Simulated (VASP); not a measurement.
Energy against volume of RuAl (CsCl type). Computed with RPBE GGA, VASP's PBE PAW potentials (set 64) (plane waves; VASP).

```tsv
V (Å³/atom)	E (eV/atom)
12.955	-6.65518
13.368	-6.68042
13.782	-6.68796
14.195	-6.68044
14.609	-6.66016
```

Q: Fit a third-order Birch-Murnaghan equation of state.

A: 
The volume per atom is 13.77 Å³/atom. The bulk modulus is 195 GPa and the pressure derivative of the bulk modulus is 4.44. The lattice constant a is 3.020 Å.

The compound is RuAl in the CsCl type structure. It was relaxed first.
